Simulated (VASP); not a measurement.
An input for Quantum ESPRESSO's pw.x (written as the equivalent of a VASP run, and not itself run):

```
&CONTROL
  calculation = 'scf'
  pseudo_dir = './pseudo'
  outdir = './out'
  tprnfor = .true.
  tstress = .true.
/
&SYSTEM
  ibrav = 0
  nat = 4
  ntyp = 2
  ecutwfc = 58
  occupations = 'smearing'
  smearing = 'fermi-dirac'
  degauss = 0.00735
  input_dft = 'pbe'
/
&ELECTRONS
  conv_thr = 7.3e-08
  electron_maxstep = 100
/
ATOMIC_SPECIES
  Si 28.085 Si.upf
  Ta 180.948 Ta.upf
CELL_PARAMETERS angstrom
     0.0000000    3.4777930    3.4777930
     3.4777930    0.0000000    3.4777930
     3.4777930    3.4777930    0.0000000
ATOMIC_POSITIONS crystal
  Si   0.0000000  0.0000000  0.0000000
  Ta   0.5000000  0.5000000  0.5000000
  Ta   0.2500000  0.2500000  0.2500000
  Ta   0.7500000  0.7500000  0.7500000
K_POINTS automatic
  2 2 2 0 0 0
```

Translate this input to VASP (INCAR, KPOINTS, POSCAR, choice of POTCAR).

One answer among several that fit: 
KPOINTS:
```
Automatic mesh
0
Gamma
2 2 2
0 0 0
```

**POSCAR**
```
Ta3Si
1
    0.0000000000     3.4777930000     3.4777930000
    3.4777930000     0.0000000000     3.4777930000
    3.4777930000     3.4777930000     0.0000000000
Si Ta
1 3
Direct
  0.0000000000   0.0000000000   0.0000000000
  0.5000000000   0.5000000000   0.5000000000
  0.2500000000   0.2500000000   0.2500000000
  0.7500000000   0.7500000000   0.7500000000
```

INCAR:
```
SYSTEM  =  Ta3Si
PREC  =  Accurate; ENCUT  =  300; LREAL  =  F
LASPH  =  T
EDIFF  =  1E-6; NELM  =  100; ALGO  =  Normal
LMAXMIX  =  6
ISMEAR  =  -1; SIGMA  =  0.1
GGA  =  PE
ISIF  =  2
LWAVE  =  F; LCHARG  =  F
```

POTCAR, in this order: Si Ta_pv (PBE.64 set). Program: vasp_std.

What does not carry over: the potentials are each code's own (VASP's PAW set, PseudoDojo norm-conserving files in pw.x), so ENCUT and ecutwfc are chosen apart and not converted; conv_thr bounds pw.x's estimated SCF error, while EDIFF bounds the energy change between steps.

The structure was generated: Ta3Si was put into an ordered model structure, which need not be its known phase. The cell was not relaxed at this level. The k-mesh is coarse (spacing up to 0.78 per Å, 2π included), so the numbers may not be converged in it. The run is one of a series of settings (KPOINTS 2×2×2 Γ-centred mesh against the base run), some of them coarse on purpose.
